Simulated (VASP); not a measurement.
Ti:

```
Ti
1.0
     2.93573    0.00000    0.00000
    -1.46787    2.54242    0.00000
     0.00000    0.00000    4.64086
Ti
2
Direct
  0.33333 0.66667 0.25000
  0.66667 0.33333 0.75000
```

```yaml
Program: VASP 6.6.1
Task: relaxation of cell and atoms
Functional: RPBE
Potentials_or_basis: VASP PAW PBE potentials, release 64 (Ti_sv)
Cutoff: 600 eV
k_mesh: 18 × 18 × 10
Occupations: gaussian, width 0.1 eV
Spin: no spin polarisation
```

At the start: pressure 3.3 GPa; volume 17.32 Å³/atom.

Where does the relaxation end?

Over 3 steps the energy falls by 5.4 meV/atom and the volume is 17.85 Å³/atom (+3.1 %); space group P6_3/mmc (No. 194, to 0.05 Å).

Step by step:
| step | energy change (eV) | largest force (eV/Å) | pressure (GPa) | volume (Å³) |
| --- | --- | --- | --- | --- |
| 1 | 0.0000 | 0.0000 | 3.34 | 34.64 |
| 2 | -0.0054 | 0.0000 | -2.18 | 36.48 |
| 3 | -0.0108 | 0.0000 | 0.00 | 35.70 |

Final structure:
```
Ti
1.0
     2.96499    0.00000    0.00000
    -1.48250    2.56776    0.00000
     0.00000    0.00000    4.68950
Ti
2
Cartesian
  0.0000 1.7118 1.1724
  1.4825 0.8559 3.5171
```

Caveat: the PAW data sets were made with another functional, which shifts forces and pressure a little.
